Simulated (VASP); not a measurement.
Given:

```
Sb
1.0
    3.95734    -2.15500     0.00000
    3.95734     2.15500     0.00000
    2.78382     0.00000     3.54329
Sb
2
Direct
  0.23350   0.23350   0.23350
  0.76650   0.76650   0.76650
```

Level of theory: PBE GGA with D3 dispersion (Becke-Johnson damping), VASP's PBE PAW potentials (set 64) (plane waves; VASP 6.6.1). Settings: 520 eV cut-off, 9×9×9 Γ-centred mesh, first-order Methfessel-Paxton smearing of 0.10 eV, potentials Sb.

**Question.** The ions, cell shape and volume are relaxed. Which structure does the run end with?

**Answer.** 
```
Sb
1.0
    3.88999    -2.16237    -0.02679
    3.88999     2.16237    -0.02679
    2.71246     0.00000     3.52862
Sb
2
Cartesian
  2.47911   0.00000   0.82107
  8.01333   0.00000   2.65398
```
Space group R-3m (166), at a tolerance of 0.03 Å.

**Question.** How do energy and volume change from the first to the last step?

**Answer.** The energy (σ→0) changes by -3.7 meV/atom and the volume by -1.3 %, in 8 ionic steps.

The compound is Sb in the a7 structure. This run relaxes it. Symmetry was kept, so distortions that lower it aren't found.
